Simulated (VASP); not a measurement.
```yaml
crystal:
  lattice:
    - [0.00000, 2.91000, 2.91000]
    - [2.91000, 0.00000, 2.91000]
    - [2.91000, 2.91000, 0.00000]
  atoms:
    - { symbol: Mn, position: [0.00000, 0.00000, 0.00000], spin: 4.0 }
    - { symbol: Se, position: [0.25000, 0.25000, 0.25000] }
```

Level of theory: PBEsol GGA, VASP's PBE PAW potentials (set 64) (plane waves; VASP 6.6.1). Run with 300 eV cut-off, 8×8×8 Γ-centred mesh, Fermi-Dirac smearing of 0.050 eV, potentials Mn_pv Se.

The moments were started parallel, and other spin orders were not tried in this run.

Problem. Give the spin-up energies of bands 5 to 14 at the high-symmetry points, in eV from the Fermi level.

Solution. 
```csv
band,Γ,X,U,L,W
5,-4.63,-5.69,-5.32,-5.56,-4.95
6,-4.63,-4.03,-4.46,-4.44,-4.93
7,-4.63,-4.03,-4.17,-4.44,-4.01
8,-3.23,-3.20,-3.37,-3.15,-3.24
9,-3.23,-3.07,-3.16,-3.15,-3.00
10,0.37,-2.81,-2.83,-2.96,-2.99
11,0.37,-2.14,-2.36,-0.69,-2.70
12,0.37,-2.14,-1.65,-0.69,-1.84
13,0.60,2.38,3.24,2.45,4.55
14,5.43,3.84,5.25,5.91,5.70
```

Problem. Give the spin-down energies of bands 5 to 14 at the high-symmetry points, in eV from the Fermi level.

Solution. 
```csv
band,Γ,X,U,L,W
5,-2.93,-4.85,-4.47,-4.96,-4.16
6,-2.93,-3.04,-3.80,-2.88,-4.02
7,-2.93,-3.04,-2.96,-2.88,-3.19
8,0.75,-0.02,0.06,0.76,0.00
9,0.75,0.73,0.78,0.84,0.54
10,1.56,1.08,0.81,0.84,1.01
11,2.96,1.16,1.40,1.95,1.25
12,2.96,1.16,1.56,1.95,1.74
13,2.96,4.04,4.68,3.60,5.77
14,6.49,5.37,6.45,7.10,7.00
```

It has no gap at this level: it comes out as a metal or semimetal.

The structure comes from a measured MnSe entry of the Crystallography Open Database, whose conditions weren't checked. The cell was not relaxed at this level.
